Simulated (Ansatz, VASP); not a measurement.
## Mg2CdS: VASP beside Ansatz

```
Mg Cd S
1.0
     3.85651    0.00000    0.00000
    -1.92826    3.33984    0.00000
     0.00000    0.00000    7.81290
Mg Cd S
2 1 1
Direct
  0.00000 0.00000 0.28772
  0.00000 0.00000 0.71228
  0.00000 0.00000 0.00000
  0.00000 0.00000 0.50000
```

Alike in both runs: task relaxation of cell and atoms; functional PBE; k mesh 6 × 6 × 2; occupations gaussian, width 0.1 eV; no spin polarisation.

```csv
,VASP,Ansatz
version,VASP 6.6.1,Ansatz 0.2.0
potentials or method,"VASP PAW PBE potentials, release 64 (Mg, Cd, S)","scalar-relativistic, plane waves, PAW"
plane-wave cutoff (eV),600,420
valence electrons in the cell,22,46
```

VASP gave:

| Quantity | Value |
| --- | --- |
| gap on the k mesh at the Fermi level, each at its own relaxed structure (eV) | none |
| relaxed volume (Å³/atom) | 23.64 |
| relaxed cell length with the largest relative difference (Å) | 3.122 |
| energy change over the relaxation (meV/atom) | -2807 |

Task: What did Ansatz give for the same quantities?

Result: gap on the k mesh at the Fermi level, each at its own relaxed structure (eV): none; relaxed volume (Å³/atom): 23.86; relaxed cell length with the largest relative difference (Å): 3.138; energy change over the relaxation (meV/atom): -2741.

A gap of «none» marks a metal or a gap that the smearing closes. The two sets of potentials don't hold the same shells in valence.

Caveats: the k mesh is coarse (spacing up to 0.40 Å⁻¹), so the values aren't converged.
